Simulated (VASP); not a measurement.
Given:

```xyz
2
Lattice="2.9900 0.0000 0.0000 0.0000 2.9900 0.0000 0.0000 0.0000 2.9900" Properties=species:S:1:pos:R:3 pbc="T T T"
Ti     0.0000     0.0000     0.0000
Co     1.4950     1.4950     1.4950
```

Calculation: PBE GGA + U (Dudarev), VASP's PBE PAW potentials (set 64) (plane waves; VASP). Run with 400 eV cut-off, 11×11×11 Γ-centred mesh, first-order Methfessel-Paxton smearing of 0.10 eV, potentials Ti_sv Co, U − J: Ti 8.00 eV, Co 8.00 eV.

Problem. What does the run give for the energy per atom (σ→0), pressure, band gap (on the k-mesh) with the smallest direct gap where there is one?

Solution. 
```json
{
  "band gap (on the k-mesh)": "none (metal, semimetal or under 0.01 eV)",
  "energy per atom (σ→0)": "-1.483 eV/atom",
  "pressure": "1.65 GPa"
}
```

Only differences to runs with the same potentials and settings are physical.

The compound is TiCo in the CsCl type structure. The cell was not relaxed at this level. The run is one of a series of settings (LDAU = .TRUE., LDAUJ = 0 0, LDAUL = 2 2, LDAUTYPE = 2, LDAUU = 8.0 8.0 against the base run), some of them coarse on purpose. The run is not spin-polarised, so no magnetic state was tried. The electron count is odd and the run is not spin-polarised, which forces a metal.
